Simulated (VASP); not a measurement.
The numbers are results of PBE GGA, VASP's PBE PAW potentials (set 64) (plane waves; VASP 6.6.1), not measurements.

The input files of a VASP run:

**KPOINTS**
```
Automatic mesh
0
Gamma
13 13 10
0 0 0
```

POSCAR:
```
FePt
1.0
  2.7215972310   0.0000000000   0.0000000000
  0.0000000000   2.7215972310   0.0000000000
  0.0000000000   0.0000000000   3.7730744361
Fe Pt
1 1
Direct
  0.0000000000   0.0000000000   0.0000000000
  0.5000000000   0.5000000000   0.5000000000
```

### INCAR
```
SYSTEM = FePt
PREC = Accurate; ENCUT = 500; LREAL = .FALSE.
LASPH = .TRUE.
EDIFF = 1E-6; NELM = 100; ALGO = Normal
LMAXMIX = 6
ISMEAR = 1; SIGMA = 0.1
GGA = PE
MAGMOM = 2.9 0.3
ISPIN = 2
IBRION = 2; NSW = 40; ISIF = 3
EDIFFG = -0.02
LWAVE = .FALSE.; LCHARG = .FALSE.; LORBIT = 10
```

POTCAR, in this order: Fe Pt (PBE.64 set). Program: vasp_std.

Task: What will the output report for the number of irreducible k-points (NKPTS), largest plane-wave count, number of space-group operations, FFT grid (NGX, NGY, NGZ)?

Result: 
```json
{
  "number of irreducible k-points (NKPTS)": "168",
  "largest_plane_wave_count": "724",
  "number_of_space_group_operations": "16",
  "FFT grid (NGX, NGY, NGZ)": "20 × 20 × 28"
}
```

The compound is FePt in the L1_0 structure. It was relaxed first.
